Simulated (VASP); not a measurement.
A VASP calculation is set up with these files.

INCAR:
```
SYSTEM = TaSi
PREC = Accurate
ENCUT = 400
EDIFF = 1E-7
NELM = 100
ALGO = Normal
LREAL = .FALSE.
LASPH = .TRUE.
ISMEAR = -5
GGA = PS
LMAXMIX = 6
LWAVE = .FALSE.
LCHARG = .TRUE.
LORBIT = 11
NEDOS = 601
ISIF = 2
```

**KPOINTS**
```
Automatic mesh
0
Gamma
14 14 14
0 0 0
```

POSCAR:
```
TaSi
1.0
  0.0000000000   2.5524873184   2.5524873184
  2.5524873184   0.0000000000   2.5524873184
  2.5524873184   2.5524873184   0.0000000000
Si Ta
1 1
Direct
  0.0000000000   0.0000000000   0.0000000000
  0.5000000000   0.5000000000   0.5000000000
```

POTCAR, in this order: Si Ta_pv (PBE.64 set). Program: vasp_std.

Q: Write an equivalent input for Quantum ESPRESSO's pw.x.

A: One equivalent input (not run):
```
&CONTROL
  calculation = 'scf'
  pseudo_dir = './pseudo'
  outdir = './out'
  tprnfor = .true.
  tstress = .true.
/
&SYSTEM
  ibrav = 0
  nat = 2
  ntyp = 2
  ecutwfc = 58
  occupations = 'tetrahedra'
  input_dft = 'pbesol'
/
&ELECTRONS
  conv_thr = 7.3e-09
  electron_maxstep = 100
/
ATOMIC_SPECIES
  Si 28.085 Si.upf
  Ta 180.948 Ta.upf
CELL_PARAMETERS angstrom
     0.0000000    2.5524873    2.5524873
     2.5524873    0.0000000    2.5524873
     2.5524873    2.5524873   -0.0000000
ATOMIC_POSITIONS crystal
  Si   0.0000000  0.0000000  0.0000000
  Ta   0.5000000  0.5000000  0.5000000
K_POINTS automatic
  14 14 14 0 0 0
```
The two are equivalent in intent, not identical: the potentials are each code's own (VASP's PAW set, PseudoDojo norm-conserving files in pw.x), so ENCUT and ecutwfc are chosen apart and not converted; conv_thr bounds pw.x's estimated SCF error, while EDIFF bounds the energy change between steps.

The structure was generated: TaSi was put into the rocksalt type (Fm-3m), which need not be its known phase. It was relaxed first, which changed the volume by -21 %.
